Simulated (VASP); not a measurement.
An input for Ansatz (written as the equivalent of a VASP run, and not itself run):

Ansatz 0.2 input:
```yaml
crystal:
  lattice:
    - [0.0000000, 2.9689300, 2.9689300]
    - [2.9689300, 0.0000000, 2.9689300]
    - [2.9689300, 2.9689300, 0.0000000]
  atoms:
    - { symbol: Mg, position: [0.0000000, 0.0000000, 0.0000000] }
    - { symbol: Se, position: [0.2500000, 0.2500000, 0.2500000] }
kpoints:
  mp_grid: { grid: [7, 7, 7] }
hamiltonian:
  xc: r2scan
  pseudopotentials: { kind: paw }
scf:
  occupations: { method: gaussian, width: 0.05 }
  max_iter: 100
relax:
  max_steps: 60
  f_tol: 0.01
  cell: {}
output: { forces: true, stress: true, eigenvalues: true }
```

Question: Translate this input to VASP (INCAR, KPOINTS, POSCAR, choice of POTCAR).

Answer: Several could match; the one computed here: 
File POSCAR:
```
MgSe
1.0
  0.0000000000   2.9689300000   2.9689300000
  2.9689300000   0.0000000000   2.9689300000
  2.9689300000   2.9689300000   0.0000000000
Mg Se
1 1
Direct
  0.0000000000   0.0000000000   0.0000000000
  0.2500000000   0.2500000000   0.2500000000
```

### KPOINTS
```
Automatic mesh
0
Gamma
7 7 7
0 0 0
```

INCAR:
```
LASPH = .True.   ! aspherical one-centre terms
METAGGA = R2SCAN
NELM = 100   ! most electronic steps
LMAXMIX = 4
LMIXTAU = .True.
SIGMA = 0.05   ! width (eV)
ALGO = Normal
ISIF = 3
NSW = 60   ! most ionic steps
LREAL = .False.
IBRION = 2   ! conjugate gradients
PREC = Accurate
EDIFF = 1E-6
LCHARG = .False.
ENCUT = 400   ! plane-wave cut-off (eV)
EDIFFG = -0.01
ISMEAR = 0
LWAVE = .False.
SYSTEM = MgSe
```

POTCAR, in this order: Mg Se (PBE.64 set). Program: vasp_std.

Limits of the translation: each code has its own PAW files, so the cut-off isn't converted (ENCUT is set for VASP's; basis.ecutwfc is left out, and Ansatz then takes the one that its files recommend); Ansatz stops its SCF on the density residual and VASP on the energy change (EDIFF).

The structure comes from a computed database's MgSe entry (F-43m); how it stands against other phases isn't given here. The cell was not relaxed at this level.
